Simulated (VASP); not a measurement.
Output of a VASP run:

OSZICAR:
```
       N       E                     dE             d eps       ncg     rms          rms(c)
DAV:   1     0.126983454852E+04    0.12698E+04   -0.53761E+04   928   0.104E+03
DAV:   2     0.117360640574E+03   -0.11525E+04   -0.11107E+04   985   0.266E+02
DAV:   3    -0.488718978377E+02   -0.16623E+03   -0.16455E+03  1007   0.125E+02
DAV:   4    -0.569646929654E+02   -0.80928E+01   -0.80544E+01   952   0.322E+01
DAV:   5    -0.572762100397E+02   -0.31152E+00   -0.31122E+00  1080   0.606E+00    0.798E+00
DAV:   6    -0.561638290879E+02    0.11124E+01   -0.15302E+00  1056   0.385E+00    0.562E+00
DAV:   7    -0.561368250778E+02    0.27004E-01   -0.15293E+00  1016   0.280E+00    0.211E+00
DAV:   8    -0.561370227698E+02   -0.19769E-03   -0.25030E-01   944   0.153E+00    0.129E+00
DAV:   9    -0.561404218755E+02   -0.33991E-02   -0.15692E-02   816   0.424E-01    0.687E-01
DAV:  10    -0.561424015238E+02   -0.19796E-02   -0.81013E-03   840   0.257E-01    0.116E-01
DAV:  11    -0.561427374047E+02   -0.33588E-03   -0.73371E-04   528   0.983E-02
   1 F= -.56142737E+02 E0= -.56142737E+02  d E =-.144477E-17
```

### OUTCAR
```
------------------------ aborting loop because EDIFF is reached ----------------------------------------
  FORCE on cell =-STRESS in cart. coord.  units (eV):
  Direction    XX          YY          ZZ          XY          YZ          ZX
  --------------------------------------------------------------------------------------
  Total        5.8803809      5.6836716      5.8383289      0.0000000      0.0000000      0.0000000
  in kB       10.6635806     10.3068647     10.5873229      0.0000000      0.0000000      0.0000000
  external PRESSURE =      10.5192560 kB  Pullay stress =       0.0000000 kB
  volume of cell :      883.51
      direct lattice vectors                 reciprocal lattice vectors
    10.491693000  0.000000000  0.000000000     0.095313502  0.000000000  0.000000000
     0.000000000  4.734942000  0.000000000     0.000000000  0.211195829  0.000000000
     0.000000000  0.000000000 17.784954000     0.000000000  0.000000000  0.056227303
 POSITION                                       TOTAL-FORCE (eV/Angst)
 -----------------------------------------------------------------------------------
      6.12872      1.18374      3.02166        -0.000340      0.000000      0.000983
      4.36297      3.55121     14.76329         0.000340     -0.000000     -0.000983
      9.60882      3.55121     11.91414         0.000340      0.000000      0.000983
      0.88288      1.18374      5.87081        -0.000340      0.000000     -0.000983
      8.82729      1.18374     16.68407         0.101911     -0.000000      0.131004
      1.66440      3.55121      1.10089        -0.101911      0.000000     -0.131004
      6.91025      3.55121      7.79159        -0.101911      0.000000      0.131004
      3.58144      1.18374      9.99337         0.101911      0.000000     -0.131004
      5.52755      3.55121     10.94842         0.101277     -0.000000      0.036377
      4.96414      1.18374      6.83654        -0.101277      0.000000     -0.036377
     10.20999      1.18374      2.05594        -0.101277      0.000000      0.036377
      0.28170      3.55121     15.72901         0.101277      0.000000     -0.036377
      8.33051      3.55121      5.18182         0.089327      0.000000     -0.156871
      2.16118      1.18374     12.60313        -0.089327     -0.000000      0.156871
      7.40703      1.18374     14.07430        -0.089327      0.000000     -0.156871
      3.08466      3.55121      3.71065         0.089327     -0.000000      0.156871
      6.98862      3.55121     17.76059        -0.107064      0.000000      0.075344
      3.50307      1.18374      0.02437         0.107064      0.000000     -0.075344
      8.74892      1.18374      8.86811         0.107064     -0.000000      0.075344
      1.74278      3.55121      8.91684        -0.107064      0.000000     -0.075344
 -----------------------------------------------------------------------------------
    total drift:                                0.000000      0.000000     -0.000000
  FREE ENERGIE OF THE ION-ELECTRON SYSTEM (eV)
  ---------------------------------------------------
  free  energy   TOTEN  =       -56.1427374047 eV

  energy  without entropy=      -56.1427374047  energy(sigma->0) =      -56.14273740
```
(Selected blocks of OUTCAR.)

File POSCAR:
```
CsSnI3
1
   10.4916930000     0.0000000000     0.0000000000
    0.0000000000     4.7349420000     0.0000000000
    0.0000000000     0.0000000000    17.7849540000
Cs Sn I
4 4 12
Direct
  0.5841500000   0.2500000000   0.1699000000
  0.4158500000   0.7500000000   0.8301000000
  0.9158500000   0.7500000000   0.6699000000
  0.0841500000   0.2500000000   0.3301000000
  0.8413600000   0.2500000000   0.9381000000
  0.1586400000   0.7500000000   0.0619000000
  0.6586400000   0.7500000000   0.4381000000
  0.3413600000   0.2500000000   0.5619000000
  0.5268500000   0.7500000000   0.6156000000
  0.4731500000   0.2500000000   0.3844000000
  0.9731500000   0.2500000000   0.1156000000
  0.0268500000   0.7500000000   0.8844000000
  0.7940100000   0.7500000000   0.2913600000
  0.2059900000   0.2500000000   0.7086400000
  0.7059900000   0.2500000000   0.7913600000
  0.2940100000   0.7500000000   0.2086400000
  0.6661100000   0.7500000000   0.9986300000
  0.3338900000   0.2500000000   0.0013700000
  0.8338900000   0.2500000000   0.4986300000
  0.1661100000   0.7500000000   0.5013700000
```

### Question
Reconstruct the remaining input files.

### Answer
This is not unique; one that fits is the input of the run itself, PBE GGA, plane waves, VASP's PBE PAW potentials (set 64).

INCAR:
```
SYSTEM = CsSnI3
PREC = Accurate; ENCUT = 300; LREAL = Auto
LASPH = .TRUE.
EDIFF = 1E-03; NELM = 100; ALGO = Normal
LMAXMIX = 4
ISMEAR = 0; SIGMA = 0.01
GGA = PE
ISIF = 2
LWAVE = .FALSE.; LCHARG = .FALSE.
```

**KPOINTS**
```
Automatic mesh
0
Gamma
2 3 1
0 0 0
```

POTCAR, in this order: Cs_sv Sn_d I (PBE.64 set). Program: vasp_std.

At this cut-off the stress carries a Pulay error, which pulls relaxed volumes low.

The structure comes from a computed database's CsSnI3 entry; how it stands against other phases isn't given here. The cell was not relaxed at this level. The k-mesh is coarse (spacing up to 0.44 per Å, 2π included), so the numbers may not be converged in it. The run is one of a series of settings (EDIFF = 1E-03 against the base run), some of them coarse on purpose.
